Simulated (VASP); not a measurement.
Shape and ions are relaxed at each volume.

Energy against volume of MgF2 (rutile). The numbers are results of PBEsol GGA, VASP's PBE PAW potentials (set 64) (plane waves; VASP 6.6.1), not measurements.

```csv
V (Å³/atom),E (eV/atom)
10.236,-5.41744
10.562,-5.42905
10.889,-5.43328
11.216,-5.43129
11.542,-5.42403
```

### Question
Fit a third-order Birch-Murnaghan equation of state.

### Answer

```json
{
  "volume_per_atom": "10.94 Å^3/atom",
  "bulk_modulus": "99.4 GPa",
  "pressure_derivative_of_the_bulk_modulus": "4.62"
}
```

The compound is MgF2 in the rutile structure. It was relaxed first.
